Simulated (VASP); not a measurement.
Method: LDA (Ceperley-Alder, Perdew-Zunger), VASP's LDA PAW potentials (set 64) (plane waves; VASP).

A VASP calculation is set up with these files.

File POSCAR:
```
Os
1.0
  1.3485436412  -2.3357457462   0.0000000000
  1.3485436412   2.3357457462   0.0000000000
  0.0000000000   0.0000000000   4.2667463286
Os
2
direct
  0.3333330000   0.6666670000   0.2500000000
  0.6666670000   0.3333330000   0.7500000000
```

**INCAR**
```
# general
SYSTEM  = Os
PREC    = Accurate
ENCUT   = 500   # plane-wave cut-off (eV)
LREAL   = .FALSE.   # projection in real space or not
LASPH   = .TRUE.

# electronic loop
EDIFF   = 1E-6   # SCF stop (eV)
NELM    = 100   # most electronic steps
ALGO    = Normal   # blocked Davidson
LMAXMIX = 6   # l cut-off of mixed one-centre charges

# smearing
ISMEAR  = 1   # Methfessel-Paxton
SIGMA   = 0.1   # width (eV)

# ions
IBRION  = 2   # conjugate gradients
NSW     = 40   # most ionic steps
ISIF    = 3
EDIFFG  = -0.02
PSTRESS = 100   # kbar

# output
LWAVE   = .FALSE.
LCHARG  = .FALSE.
```

### KPOINTS
```
Automatic mesh
0
Gamma
15 15 9
0 0 0
```

POTCAR, in this order: Os (LDA.64 set). Program: vasp_std.

**Question.** What will the output report for the number of irreducible k-points (NKPTS), largest plane-wave count, number of space-group operations, FFT grid (NGX, NGY, NGZ)?

**Answer.** 
* **number of irreducible k-points (NKPTS)**: 135
* **largest plane-wave count**: 699
* **number of space-group operations**: 24
* **FFT grid (NGX, NGY, NGZ)**: 20 × 20 × 32

The compound is Os in the hcp structure. It was relaxed first under an external pressure of 10 GPa.
